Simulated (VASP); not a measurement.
ZrB2:

```
CELL_PARAMETERS angstrom
3.17000 0.00000 0.00000
-1.58500 2.74530 0.00000
0.00000 0.00000 3.53300
ATOMIC_POSITIONS crystal
Zr 0.00000 0.00000 0.00000
B 0.33333 0.66667 0.50000
B 0.66667 0.33333 0.50000
```

| Item | Value |
| --- | --- |
| Program | VASP 6.6.1 |
| Task | relaxation of cell and atoms |
| Functional | RPBE |
| Potentials or basis | VASP PAW PBE potentials, release 64 (Zr_sv, B) |
| Cutoff | 600 eV |
| k mesh | 15 × 15 × 10 |
| Occupations | methfessel-paxton, width 0.1 eV |
| Spin | no spin polarisation |

At the start: pressure 4.4 GPa; volume 10.25 Å³/atom.

Q: Where does the relaxation end?

A: Over 4 steps the energy falls by 2.6 meV/atom and the volume is 10.44 Å³/atom (+1.9 %); space group P6/mmm (No. 191, to 0.05 Å).

The path:
```csv
step,energy change (eV),largest force (eV/Å),pressure (GPa),volume (Å³)
1,0.0000,0.0000,4.41,30.75
2,0.0032,0.0000,-4.87,32.02
3,-0.0077,0.0000,0.00,31.32
4,-0.0077,0.0000,0.00,31.32
```

Final structure:
```
Zr B
1.0
     3.18794    0.00000    0.00000
    -1.59397    2.76083    0.00000
     0.00000    0.00000    3.55846
Zr B
1 2
Cartesian
  -1.5940 2.7608 0.0000
  0.0000 1.8406 1.7792
  1.5940 0.9203 1.7792
```

Caveat: the PAW data sets were made with another functional, which shifts forces and pressure a little.
